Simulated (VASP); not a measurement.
Given:

```yaml
crystal:
  lattice:
    - [3.57289, 0.00000, 0.00000]
    - [-1.78645, 3.09422, 0.00000]
    - [0.00000, 0.00000, 12.91000]
  atoms:
    - { symbol: Zr, position: [0.00000, 0.00000, 0.50000] }
    - { symbol: S, position: [0.33333, 0.66667, 0.61270] }
    - { symbol: S, position: [0.66667, 0.33333, 0.38730] }
```

These are PBE GGA, VASP's PBE PAW potentials (set 64) (plane waves; VASP 6.6.1) values and carry that method's errors. Run with 300 eV cut-off, 6×6×1 Γ-centred mesh, Fermi-Dirac smearing of 0.10 eV, potentials Zr_sv S.

The cell holds a wide vacuum, so values per volume refer to the whole cell.

Give the energies of bands 7 to 15 at the high-symmetry points, in eV from the valence-band maximum.

```tsv
band	Γ	M	K
7	-4.06	-4.55	-3.49
8	-2.74	-2.95	-3.49
9	-2.74	-2.57	-3.28
10	-1.07	-2.54	-2.02
11	0.00	-1.32	-2.02
12	0.00	-0.95	-1.72
13	1.66	0.96	2.53
14	1.66	3.62	3.22
15	2.51	4.02	3.22
```

The gap is indirect, 0.96 eV, from the valence maximum at Γ to the conduction minimum at M.

The cell is a sheet with vacuum, built from a generated structure.
